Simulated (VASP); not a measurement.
Method: PBEsol GGA, VASP's PBE PAW potentials (set 64) (plane waves; VASP).

VASP input:

**INCAR**
```
ALGO  =  Normal
CSHIFT  =  0.1
EDIFF  =  1E-7
ENCUT  =  400
GGA  =  PS
ISMEAR  =  0
LASPH  =  .TRUE.
LCHARG  =  .FALSE.
LMAXMIX  =  6
LOPTICS  =  .TRUE.
LREAL  =  .FALSE.
LWAVE  =  .FALSE.
NBANDS  =  51
NEDOS  =  1001
NELM  =  100
PREC  =  Accurate
SIGMA  =  0.01
SYSTEM  =  WS2
```

### KPOINTS
```
Automatic mesh
0
Gamma
15 15 15
0 0 0
```

POSCAR:
```
WS2
1
    1.5741990119     0.9088641489     6.3512987437
   -1.5741990119     0.9088641489     6.3512987437
    0.0000000000    -1.8177282978     6.3512987437
W S
1 2
Direct
  0.0006896789   0.0006896789   0.0006896789
  0.2517593971   0.2517593971   0.2517593971
  0.4162509241   0.4162509241   0.4162509241
```

POTCAR, in this order: W_sv S (PBE.64 set). Program: vasp_std.

The run wrote:

OSZICAR:
```
       N       E                     dE             d eps       ncg     rms          rms(c)
DAV:   1     0.180933408464E+03    0.18093E+03   -0.82074E+03 35120   0.421E+02
DAV:   2    -0.154930663828E+02   -0.19643E+03   -0.18445E+03 39696   0.153E+02
DAV:   3    -0.264795085983E+02   -0.10986E+02   -0.10799E+02 42284   0.368E+01
DAV:   4    -0.265582032014E+02   -0.78695E-01   -0.78664E-01 40192   0.306E+00
DAV:   5    -0.265586437294E+02   -0.44053E-03   -0.44051E-03 41355   0.240E-01    0.281E+01
DAV:   6    -0.254713423308E+02    0.10873E+01   -0.27869E+00 39837   0.625E+00    0.120E+01
DAV:   7    -0.253357392046E+02    0.13560E+00   -0.76803E-01 37500   0.240E+00    0.574E+00
DAV:   8    -0.252757977656E+02    0.59941E-01   -0.22255E-01 37909   0.154E+00    0.756E-01
DAV:   9    -0.252729341225E+02    0.28636E-02   -0.11791E-02 40895   0.423E-01    0.244E-01
DAV:  10    -0.252729405586E+02   -0.64361E-05   -0.83083E-04 40618   0.820E-02    0.115E-01
DAV:  11    -0.252729661980E+02   -0.25639E-04   -0.46131E-05 40399   0.256E-02    0.518E-02
DAV:  12    -0.252729829025E+02   -0.16705E-04   -0.21009E-05 38874   0.170E-02    0.149E-02
DAV:  13    -0.252729826166E+02    0.28591E-06   -0.31948E-06 42093   0.690E-03    0.796E-03
DAV:  14    -0.252729827094E+02   -0.92843E-07   -0.66639E-07 39009   0.211E-03
   1 F= -.25272983E+02 E0= -.25272983E+02  d E =-.154295E-91
 imaginary and real dielectric function
```

File OUTCAR:
```
------------------------ aborting loop because EDIFF is reached ----------------------------------------
  FORCE on cell =-STRESS in cart. coord.  units (eV):
  Direction    XX          YY          ZZ          XY          YZ          ZX
  --------------------------------------------------------------------------------------
  Total       -0.0068713     -0.0068713      0.0203316      0.0000000      0.0000000      0.0000000
  in kB       -0.2019201     -0.2019201      0.5974619      0.0000000      0.0000000      0.0000000
  external PRESSURE =       0.0645406 kB  Pullay stress =       0.0000000 kB
  volume of cell :       54.52
      direct lattice vectors                 reciprocal lattice vectors
     1.574199012  0.908864149  6.351298744     0.317621848  0.183379075  0.052482704
    -1.574199012  0.908864149  6.351298744    -0.317621848  0.183379075  0.052482704
     0.000000000 -1.817728298  6.351298744     0.000000000 -0.366758149  0.052482704
 POSITION                                       TOTAL-FORCE (eV/Angst)
 -----------------------------------------------------------------------------------
      0.00000      0.00000      0.01314         0.000000      0.000000     -0.017468
      0.00000      0.00000      4.79700         0.000000     -0.000000      0.003731
      0.00000      0.00000      7.93120         0.000000     -0.000000      0.013737
 -----------------------------------------------------------------------------------
    total drift:                               -0.000000     -0.000002      0.000132
  FREE ENERGIE OF THE ION-ELECTRON SYSTEM (eV)
  ---------------------------------------------------
  free  energy   TOTEN  =       -25.2729827094 eV

  energy  without entropy=      -25.2729827094  energy(sigma->0) =      -25.27298271

 plasma frequency squared (from intraband transitions) (eV^2)
  --------------------------------------------------------------------------------------
       0.000      -0.000       0.000
       0.000       0.000      -0.000
       0.000      -0.000       0.000

 plasma frequency squared (from interband transitions, int dw w eps(2)(w)) (eV^2)
  --------------------------------------------------------------------------------------
     582.334       0.000       0.000       0.000       0.000      -0.000
       0.000       0.000     582.334       0.000      -0.000      -0.000
       0.000       0.000      -0.000       0.000     584.004       0.000
```
(Selected blocks of OUTCAR.)

The dielectric response may not be converged in the k-mesh; for small gaps it tends to come out too large. Without a dispersion term in the relaxation, distances and binding between the weakly bound layers, chains or molecules are unreliable, and so is what depends on them.

The structure comes from a measured WS2 entry (R3m) of the Crystallography Open Database, whose conditions weren't checked. It was relaxed first.
